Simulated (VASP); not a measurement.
Output of a VASP run:

File OSZICAR:
```
       N       E                     dE             d eps       ncg     rms          rms(c)
DAV:   1     0.346295968363E+03    0.34630E+03   -0.78756E+03   160   0.913E+02
DAV:   2     0.698623565132E+02   -0.27643E+03   -0.27357E+03   288   0.308E+02
DAV:   3    -0.998593958966E+01   -0.79848E+02   -0.79013E+02   224   0.167E+02
DAV:   4    -0.185002477450E+02   -0.85143E+01   -0.83521E+01   320   0.645E+01
DAV:   5    -0.191934972808E+02   -0.69325E+00   -0.68476E+00   248   0.159E+01    0.550E+00
DAV:   6    -0.227144870977E+02   -0.35210E+01   -0.43579E+01   320   0.245E+01    0.362E+01
DAV:   7    -0.163782042607E+02    0.63363E+01   -0.68804E+01   264   0.471E+01    0.531E+00
DAV:   8    -0.174208286164E+02   -0.10426E+01   -0.12602E+01   320   0.197E+01    0.318E+00
DAV:   9    -0.173838071337E+02    0.37021E-01   -0.15682E+00   272   0.738E+00    0.289E+00
DAV:  10    -0.173372445225E+02    0.46563E-01   -0.19332E-01   320   0.294E+00    0.253E+00
DAV:  11    -0.172628716671E+02    0.74373E-01   -0.85125E-02   288   0.155E+00    0.215E+00
DAV:  12    -0.171931738815E+02    0.69698E-01   -0.31837E-02   256   0.134E+00    0.185E+00
DAV:  13    -0.171240761906E+02    0.69098E-01   -0.41004E-02   312   0.139E+00    0.150E+00
DAV:  14    -0.170622604539E+02    0.61816E-01   -0.50018E-02   272   0.166E+00    0.110E+00
DAV:  15    -0.170299207265E+02    0.32340E-01   -0.42119E-02   320   0.134E+00    0.720E-01
DAV:  16    -0.170107111368E+02    0.19210E-01   -0.40208E-02   272   0.141E+00    0.332E-01
DAV:  17    -0.170076898179E+02    0.30213E-02   -0.21585E-02   320   0.855E-01    0.756E-02
DAV:  18    -0.170083051695E+02   -0.61535E-03   -0.22567E-03   276   0.333E-01    0.114E-01
DAV:  19    -0.170078850404E+02    0.42013E-03   -0.14679E-03   272   0.297E-01    0.419E-02
DAV:  20    -0.170086639360E+02   -0.77890E-03   -0.71665E-03   272   0.509E-01    0.159E-01
DAV:  21    -0.170086826072E+02   -0.18671E-04   -0.66866E-04   320   0.121E-01    0.160E-01
DAV:  22    -0.170083587143E+02    0.32389E-03   -0.24848E-04   272   0.103E-01    0.125E-01
DAV:  23    -0.170080296896E+02    0.32902E-03   -0.75066E-04   272   0.163E-01    0.613E-02
DAV:  24    -0.170080096971E+02    0.19992E-04   -0.77304E-05   320   0.461E-02    0.529E-02
DAV:  25    -0.170079334447E+02    0.76252E-04   -0.32167E-04   256   0.108E-01    0.166E-02
DAV:  26    -0.170079339097E+02   -0.46504E-06   -0.86247E-05   320   0.524E-02    0.643E-03
DAV:  27    -0.170079367821E+02   -0.28724E-05   -0.21477E-05   256   0.346E-02    0.737E-03
DAV:  28    -0.170079381564E+02   -0.13743E-05   -0.33409E-06   200   0.115E-02    0.855E-03
DAV:  29    -0.170079367309E+02    0.14255E-05   -0.13301E-06   152   0.163E-02    0.609E-03
DAV:  30    -0.170079371012E+02   -0.37031E-06   -0.32414E-07   128   0.594E-03
   1 F= -.17007937E+02 E0= -.16974695E+02  d E =-.664839E-01
```

File OUTCAR:
```
------------------------ aborting loop because EDIFF is reached ----------------------------------------
  FORCE on cell =-STRESS in cart. coord.  units (eV):
  Direction    XX          YY          ZZ          XY          YZ          ZX
  --------------------------------------------------------------------------------------
  Total       -6.2011013     -3.1557100     -5.1294798     -0.0000003     -1.1708777     -0.0000001
  in kB      -25.6605060    -13.0585054    -21.2260761     -0.0000011     -4.8451580     -0.0000004
  external PRESSURE =     -19.9816958 kB  Pullay stress =       0.0000000 kB
  volume of cell :      387.18
      direct lattice vectors                 reciprocal lattice vectors
     4.412567000  0.000000000  0.000000000     0.226625454 -0.086843615  0.000000000
     2.206284000  5.757477000  0.000000000     0.000000000  0.173687190  0.000000000
     0.000000000  0.000000000 15.240200000     0.000000000  0.000000000  0.065615937
 POSITION                                       TOTAL-FORCE (eV/Angst)
 -----------------------------------------------------------------------------------
      4.41257      3.97043      7.38190         0.000000      0.131190     -0.546560
      2.20628      1.43406     10.24020        -0.000000     -0.383282     -1.384675
      2.20628      3.20533      5.00000         0.000000      0.067160      0.639141
      4.41257      0.66896      7.85830         0.000000      0.184931      1.292093
 -----------------------------------------------------------------------------------
    total drift:                               -0.000003     -0.001103      0.000898
  FREE ENERGIE OF THE ION-ELECTRON SYSTEM (eV)
  ---------------------------------------------------
  free  energy   TOTEN  =       -17.0079371012 eV

  energy  without entropy=      -16.9414532270  energy(sigma->0) =      -16.97469516
```
(Selected blocks of OUTCAR.)

**POSCAR**
```
LaSb
1
    4.4125670000     0.0000000000     0.0000000000
    2.2062840000     5.7574770000     0.0000000000
    0.0000000000     0.0000000000    15.2402000000
La Sb
2 2
Direct
  0.6551940000   0.6896120000   0.4843700000
  0.3754610000   0.2490780000   0.6719200000
  0.2216380000   0.5567240000   0.3280800000
  0.9419050000   0.1161900000   0.5156300000
```

Question: Write an INCAR and KPOINTS that could have produced this output.

Answer: One answer among several that fit: the input of the run itself, PBE GGA, plane waves, VASP's PBE PAW potentials (set 64).

INCAR:
```
SYSTEM = LaSb
PREC = Accurate
ENCUT = 300
EDIFF = 1E-6
NELM = 100
ALGO = Normal
LREAL = .FALSE.
LASPH = .TRUE.
ISMEAR = 0
SIGMA = 0.136
GGA = PE
LMAXMIX = 6
LWAVE = .FALSE.
LCHARG = .FALSE.
ISIF = 2
```

KPOINTS:
```
Regular mesh
0
gamma
  3 3 1
0 0 0
```

POTCAR, in this order: La Sb (PBE.64 set). Program: vasp_std.

At this cut-off the stress carries a Pulay error, which pulls relaxed volumes low. The cell holds a wide vacuum, so values per volume refer to the whole cell.

The cell is a sheet with vacuum, built from a generated structure.
